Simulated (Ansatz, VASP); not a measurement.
# Cross-check of Cu2Te between VASP and Ansatz, part 3 of 3

One calculation is typed for both programs; each brings its own data sets. How far apart do they land? The cell is generated by rule, not measured, and may not be a known phase. The cell is taken from a series of runs on this material, whose earlier steps may have relaxed, scaled, displaced or heated it; both programs get it as it stands.

VASP 6.6.1 and Ansatz 0.2.0.

So far: VASP: relaxation of cell and atoms, PBEsol, pair 1; Ansatz: relaxation of cell and atoms, PBEsol, pair 1; Side by side; Ansatz: relaxation of cell and atoms, PBEsol, pair 2; VASP: relaxation of cell and atoms, PBEsol, pair 2; Differences.

## (8) VASP: relaxation of cell and atoms, PBEsol, pair 3

Level of this step: PBEsol, no spin polarisation; plane waves and PAW (Te, Cu); invented cell (VASP).

The relaxed volume is the usual yardstick between codes: in a stiff, nearly cubic crystal its relative difference is about their pressure difference at one cell divided by the bulk modulus. Its start cell is another than that of the pair before, and may be another structure of the material.

INCAR reads:

```
SYSTEM = Cu2Te
PREC = Accurate
ENCUT = 600
EDIFF = 1E-07
NELM = 120
ISMEAR = 0
SIGMA = 0.01
LREAL = .FALSE.
ALGO = Normal
GGA = PS
NBANDS = 34
LASPH = .TRUE.
LORBIT = 11
LWAVE = .FALSE.
LCHARG = .FALSE.
ISIF = 3
IBRION = 2
NSW = 80
EDIFFG = -0.005
GGA_COMPAT = .FALSE.
NELMIN = 4
EFERMI = MIDGAP
KPAR = 2
```

POSCAR reads:

```
Cu2Te
1.0
    5.0092540000      0.0000000000      0.0000000000
    0.0000000000      5.0092540000      0.0000000000
    0.0000000000      0.0000000000      6.2501090000
Te Cu
2 4
Direct
    0.0000000000      0.0000000000      0.0000000000
    0.5000000000      0.5000000000      0.5000000800
    0.3282454833      0.8282454833      0.7500000400
    0.1717545167      0.3282454833      0.2499999600
    0.6717543171      0.1717545167      0.7500000400
    0.8282454833      0.6717543171      0.2499999600
```

KPOINTS reads:

```
Automatic mesh
0
Gamma
6 6 4
0 0 0
```

The projector-augmented-wave data sets are Te and Cu (PBE family, release 64).

The run is started by

```console
mpirun -np 2 vasp_std
```

Numbers of over 12 decimals in the logs are rounded to 6 here.

The log of the run:

```text
[... set-up lines as in an earlier step ...]
 entering main loop
       N       E                     dE             d eps       ncg     rms          rms(c)
DAV:   1     0.452435502003E+03    0.45244E+03   -0.25229E+04  2040   0.213E+03
DAV:   2     0.195695504461E+02   -0.43287E+03   -0.42384E+03  2040   0.407E+02
DAV:   3    -0.224761386707E+02   -0.42046E+02   -0.40864E+02  2706   0.168E+02
DAV:   4    -0.245532631606E+02   -0.20771E+01   -0.20627E+01  3182   0.399E+01
[...]
DAV:  15    -0.222473385999E+02    0.15232E-06   -0.30242E-06  2706   0.268E-02    0.137E-03
DAV:  16    -0.222473384235E+02    0.17638E-06   -0.14980E-07  1494   0.763E-03    0.370E-04
DAV:  17    -0.222473384302E+02   -0.66802E-08   -0.71563E-08  1178   0.219E-03
   1 F= -.22247338E+02 E0= -.22247338E+02  d E =-.222473E+02
[... from here on, the cycles between the ionic steps are left out ...]
   2 F= -.22247471E+02 E0= -.22247471E+02  d E =-.132100E-03
   3 F= -.22247480E+02 E0= -.22247480E+02  d E =-.141691E-03
   4 F= -.22247480E+02 E0= -.22247480E+02  d E =-.142000E-03
   5 F= -.22247478E+02 E0= -.22247478E+02  d E =-.139962E-03
   6 F= -.22247501E+02 E0= -.22247501E+02  d E =-.226612E-04
   7 F= -.22247563E+02 E0= -.22247563E+02  d E =-.844724E-04
   8 F= -.22247659E+02 E0= -.22247659E+02  d E =-.180336E-03
[...]
reached required accuracy - stopping structural energy minimisation
```

Parts of OUTCAR (step 8):

```text
  Total       -0.0287028     -0.0287028      0.0209448      0.0000000      0.0000000      0.0000000
  in kB       -0.2926260     -0.2926260      0.2135335      0.0000000      0.0000000      0.0000000
  external PRESSURE =      -0.1239062 kB  Pullay stress =       0.0000000 kB

 POSITION                                       TOTAL-FORCE (eV/Angst)
 -----------------------------------------------------------------------------------
      5.00464      0.00000      6.27445        -0.000000      0.000000      0.000000
      2.50232      2.50232      3.13722        -0.000000      0.000000      0.000000
      1.64037      4.14269      4.70584         0.001224      0.001224      0.000000
      0.86195      1.64037      1.56861        -0.001224      0.001224      0.000000
      3.36427      0.86195      4.70584        -0.001224     -0.001224     -0.000000
      4.14269      3.36427      1.56861         0.001224     -0.001224     -0.000000
 -----------------------------------------------------------------------------------
    total drift:                                0.000271      0.000225     -0.000083

  FREE ENERGIE OF THE ION-ELECTRON SYSTEM (eV)
  ---------------------------------------------------
  free  energy   TOTEN  =       -22.2476587282 eV

  energy  without entropy=      -22.2476587282  energy(sigma->0) =      -22.24765873

[... 1 part as in an earlier step ...]

[... 3 further parts left out ...]
[key lines of the parts left out:]
E-fermi :   3.5492
```

The run keeps the 8 symmetry operations of its start, so it cannot find a distortion of lower symmetry.

## (9) Ansatz: relaxation of cell and atoms, PBEsol, pair 3

The same cell, functional and mesh now go to Ansatz, which takes its cutoff from its data sets.

The cell is taken from a series of runs on this material, whose earlier steps may have relaxed, scaled, displaced or heated it; both programs get it as it stands.

input.yaml reads:

```yaml
crystal:
  lattice:
    - [5.0092537161, 0.0, 0.0]
    - [0.0, 5.0092537161, 0.0]
    - [0.0, 0.0, 6.250109327]
  atoms:
    - { symbol: Te, position: [0.0, 0.0, 0.0] }
    - { symbol: Te, position: [0.5, 0.5, 0.5] }
    - { symbol: Cu, position: [0.3282455714, 0.8282455714, 0.75] }
    - { symbol: Cu, position: [0.1717544286, 0.3282455714, 0.25] }
    - { symbol: Cu, position: [0.6717544286, 0.1717544286, 0.75] }
    - { symbol: Cu, position: [0.8282455714, 0.6717544286, 0.25] }
kpoints:
  mp_grid: { grid: [6, 6, 4] }
hamiltonian:
  xc: pbesol
scf:
  occupations: { method: fixed }
output:
  forces: true
  stress: true
  eigenvalues: true
relax:
  adjacent_minimum: "off"
  f_tol: 0.001
  max_steps: 60
  cell: { stress_tol: 0.01 }
```

The run is started by

```console
ansatz run input.yaml --threads 8 --pin off --max-ram 14336MiB --backend cpu --events-out ev --progress --plain --runs-dir out
```

The log of the run:

```text
[...]
Crystal: 6 atoms, lattice volume = 156.832 Å³
Basis set: ecut = 420 eV, 3081 PW (Γ), exchange–correlation on 72×72×90 points (8 copies of the dense FFT grid, shifted against one another)
Bands: 65, of which v1, the nominal top of the filled ones, is band 54 counted from 1 (53 counted from 0)
Symmetry: 8 space group operations
[...]
k-points: 30 of 144 (time reversal used)
[...]
cell:  # Å, volume = 156.4771 Å³
    - [4.983781, 0.0, 0]
    - [0.0, 4.983781, 0.0]
    - [0, 0.0, 6.299889]
  atoms:
    - { symbol: Te, position: [0, 0, 0] }
    - { symbol: Te, position: [0.5, 0.5, 0.5] }
    - { symbol: Cu, position: [0.327612, 0.827612, 0.75] }
    - { symbol: Cu, position: [0.172388, 0.327612, 0.25] }
    - { symbol: Cu, position: [0.672388, 0.172388, 0.75] }
    - { symbol: Cu, position: [0.827612, 0.672388, 0.25] }
[key lines of the parts left out:]
SCF converged after 9 iterations
Free energy (F): -40155.974493 eV
Fermi energy:    7.125135 eV
P = ⅓ Tr σ = 0.0004 GPa (0.004 kbar)
```

## (10) Comparison

What differs besides the data sets and the points named for the pairs above, as far as they apply: the data sets hold 108 valence electrons in Ansatz (on its default PAW (the set named soft_2) files) and 56 in VASP. Total energies have different zeros and are not compared.

Both answers:

| quantity | Ansatz | VASP | difference |
| --- | --- | --- | --- |
| volume (Å³) | 156.48 | 157.15 | -0.43 % |
| edge a after relaxation, in the typed setting (Å) | 4.984 | 5.005 | -0.42 % |
| edge c after relaxation, in the typed setting (Å) | 6.300 | 6.274 | +0.41 % |

## (11) Outcome

```
difference in volume (relaxation of cell and atoms, PBEsol, pair 1) : -0.24 %
difference in volume (relaxation of cell and atoms, PBEsol, pair 2) : -0.40 %
difference in volume (relaxation of cell and atoms, PBEsol, pair 3) : -0.43 %
```

In words: The difference in volume is -0.43 % (relaxation of cell and atoms, PBEsol, pair 3), within the 1.2 % picked in this series as the mark of a large difference, as far as the stopping tolerances let one tell. The data sets hold unlike numbers of valence electrons (108 in Ansatz and 56 in VASP), so part of the differences comes from the potentials. 3 further runs of this series are not shown here. Such differences can come from data sets, numerical settings and the points named under the comparisons, not from the functional's error against experiment.

[Lines on the potential files, build, host, timing and source positions are cut from VASP's logs without a mark.]

[Logs are printed without paths, hosts, clocks, repeated set-up lines and the standing remarks that a program may print on its own settings, such as how far it seeks lower states.]

[Hosts, paths, dates, database ids (printed as entryN), source tags and the programs' standing remarks are cut or masked in the printed files.]
